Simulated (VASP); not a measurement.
Consider the following.

```
Ta
1.0
   -1.67422     1.67422     1.67422
    1.67422    -1.67422     1.67422
    1.67422     1.67422    -1.67422
Ta
1
Direct
  0.00000   0.00000   0.00000
```

Method: PBEsol GGA, VASP's PBE PAW potentials (set 64) (plane waves; VASP). Settings: 520 eV cut-off, 16×16×16 Γ-centred mesh, first-order Methfessel-Paxton smearing of 0.10 eV, potentials Ta_pv.

Question: Give the stress tensor in GPa (positive for a compressed cell).

Answer: 
```
-10.94    0.00    0.00
  0.00  -10.94    0.00
  0.00    0.00  -10.94
```
The pressure is its mean diagonal, -10.94 GPa.

The compound is Ta in the bcc structure. This cell is one point of a volume scan, at 1.06 of the reference volume.
